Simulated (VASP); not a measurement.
Computed with r2SCAN meta-GGA, VASP's PBE PAW potentials (set 64) (plane waves; VASP).

The input files of a VASP run:

File POSCAR:
```
Al
1
    2.8297490390     0.0000000000    -0.0000000000
   -1.4148745195     2.4506347503    -0.0000000000
    0.0000000000     0.0000000000     4.5966014676
Al
2
Direct
  0.6666670000   0.3333330000   0.7500000000
  0.3333330000   0.6666670000   0.2500000000
```

**KPOINTS**
```
Automatic mesh
0
Gamma
13 13 7
0 0 0
```

**INCAR**
```
ALGO = Normal
EDIFF = 1E-6
EDIFFG = -0.01
ENCUT = 400
IBRION = 2
ISIF = 3
ISMEAR = 1
LASPH = .TRUE.
LCHARG = .FALSE.
LMIXTAU = .TRUE.
LREAL = .FALSE.
LWAVE = .FALSE.
METAGGA = R2SCAN
NELM = 100
NSW = 60
PREC = Accurate
SIGMA = 0.1
SYSTEM = Al
```

POTCAR, in this order: Al (PBE.64 set). Program: vasp_std.

Q: What does the run give for the energy per atom (σ→0), band gap (on the k-mesh)?

A: 
```yaml
energy per atom (σ→0): -6.703 eV/atom
band gap (on the k-mesh): none (metal, semimetal or under 0.01 eV)
```

OSZICAR:
```
...
DAV:   8    -0.134063278079E+02   -0.86939E-04   -0.14275E-03  1358   0.418E-01    0.149E-01
DAV:   9    -0.134030007344E+02    0.33271E-02   -0.53154E-03  1414   0.731E-01    0.646E-02
DAV:  10    -0.134066613318E+02   -0.36606E-02   -0.36131E-03  1393   0.571E-01    0.101E-02
DAV:  11    -0.134067829068E+02   -0.12158E-03   -0.52482E-05  1428   0.702E-02    0.950E-03
DAV:  12    -0.134067704110E+02    0.12496E-04   -0.39080E-06  1589   0.247E-02    0.192E-03
DAV:  13    -0.134067817117E+02   -0.11301E-04   -0.12822E-06  1120   0.129E-02    0.278E-03
DAV:  14    -0.134067823316E+02   -0.61986E-06   -0.52411E-07   770   0.745E-03
   1 F= -.13406782E+02 E0= -.13406897E+02  d E =-.134068E+02
```

The structure comes from a computed database's Al entry (P6_3/mmc); how it stands against other phases isn't given here. It was relaxed first. The start is the result of an earlier pass.
